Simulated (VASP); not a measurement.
Wanted: the native input for a VASP 6.6.1 run.

```
Task                   : Born charges and dielectric tensor
Functional             : LDA
Potentials or basis    : VASP PAW LDA potentials, release 64 (Ba_sv, Hf_pv, O)
Cutoff                 : 600 eV
k mesh                 : 8 × 8 × 8
Occupations            : gaussian, width 0.02 eV
Spin                   : no spin polarisation
Further INCAR settings : ALGO = Fast; EDIFF = 1e-08; IBRION = 8; NSW = 1
```

The structure of BaHfO3 lies in POSCAR:

```
BaHfO3
1.0
    4.1212200000      0.0000000000      0.0000000000
    0.0000000000      4.1212200000      0.0000000000
    0.0000000000      0.0000000000      4.1212200000
Ba Hf O
1 1 3
Direct
    0.5000000000      0.5000000000      0.5000000000
    0.0000000000      0.0000000000      0.0000000000
    0.0000000000      0.5000000000      0.0000000000
    0.5000000000      0.0000000000      0.0000000000
    0.0000000000      0.0000000000      0.5000000000
```

The cell comes from a database or a generator and needn't be the stable form of this composition.

The input as run:

INCAR

```
PREC = Accurate
ENCUT = 600
EDIFF = 1E-8
ISMEAR = 0
SIGMA = 0.02
LREAL = F
LASPH = T
NELM = 100
ALGO = Fast
ISIF = 2
LWAVE = F
LCHARG = F
LEPSILON = T
IBRION = 8
NSW = 1
```

KPOINTS

```
Automatic mesh
0
Gamma
  8 8 8
```

Potentials or basis: VASP PAW LDA potentials, release 64 (Ba_sv, Hf_pv, O).

Run with:

```console
$ cat potpaw_LDA.64/Ba_sv/POTCAR potpaw_LDA.64/Hf_pv/POTCAR potpaw_LDA.64/O/POTCAR > POTCAR
$ mpirun -np 1 vasp_std > vasp.out
```

Results of the run:

```json
{
  "Band gap on the k mesh": "3.48 eV, indirect (least direct gap 3.64 eV)",
  "Electronic dielectric tensor (diagonal)": "4.74",
  "Born charges (mean of the diagonal)": "Ba +2.75; Hf +5.86; O -2.87 e",
  "Highest phonon frequency at Γ, LO-TO splitting left out": "542 cm⁻¹"
}
```

Caveat: spin-orbit coupling is left out, which moves the levels of the heavy elements.

Wall time 26 min on 1 thread of Intel(R) Xeon(R) 6975P-C (Granite Rapids), on a shared host, peak memory 0.77 GiB.
